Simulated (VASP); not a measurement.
An input for Quantum ESPRESSO's pw.x (written as the equivalent of a VASP run, and not itself run):

```
&CONTROL
  calculation = 'scf'
  pseudo_dir = './pseudo'
  outdir = './out'
  tprnfor = .true.
  tstress = .true.
/
&SYSTEM
  ibrav = 0
  nat = 3
  ntyp = 2
  ecutwfc = 102
  occupations = 'tetrahedra'
  input_dft = 'pw91'
/
&ELECTRONS
  conv_thr = 7.3e-09
  electron_maxstep = 100
/
ATOMIC_SPECIES
  Cd 112.414 Cd.upf
  F 18.998 F.upf
CELL_PARAMETERS angstrom
     0.0000000    2.7384882    2.7384882
     2.7384882    0.0000000    2.7384882
     2.7384882    2.7384882    0.0000000
ATOMIC_POSITIONS crystal
  Cd   0.0000000  0.0000000  0.0000000
  F    0.2500000  0.2500000  0.2500000
  F    0.7500000  0.7500000  0.7500000
K_POINTS automatic
  8 8 8 0 0 0
```

Q: Translate this input to VASP (INCAR, KPOINTS, POSCAR, choice of POTCAR).

A: Several could match; the one computed here: 
INCAR:
```
NEDOS = 601   ! DOS grid
EDIFF = 1E-7   ! SCF stop (eV)
LEFG = .TRUE.
ISIF = 2
PREC = Accurate
ALGO = Normal   ! blocked Davidson
LORBIT = 11
ENCUT = 520
LASPH = .TRUE.   ! aspherical one-centre terms
GGA = 91
LWAVE = .FALSE.
ISMEAR = -5   ! tetrahedra, Bloechl
NELM = 100   ! most electronic steps
LREAL = .FALSE.   ! projection in real space or not
LMAXMIX = 4
LCHARG = .TRUE.
SYSTEM = CdF2
```

**POSCAR**
```
CdF2
3.8728070
  0.0000000000   0.7071068040   0.7071068040
  0.7071068040   0.0000000000   0.7071068040
  0.7071068040   0.7071068040   0.0000000000
Cd F
1 2
Cart
  0.0000000000   0.0000000000   0.0000000000
  0.3535534020   0.3535534020   0.3535534020
  1.0606602060   1.0606602060   1.0606602060
```

### KPOINTS
```
Regular mesh
0
G
  8 8 8
0 0 0
```

POTCAR, in this order: Cd F (PBE.64 set). Program: vasp_std.

The two are equivalent in intent, not identical: the potentials are each code's own (VASP's PAW set, PseudoDojo norm-conserving files in pw.x), so ENCUT and ecutwfc are chosen apart and not converted; conv_thr bounds pw.x's estimated SCF error, while EDIFF bounds the energy change between steps; the field gradients of LEFG aren't asked of the other code.

The compound is CdF2 in the fluorite structure. It was relaxed first.
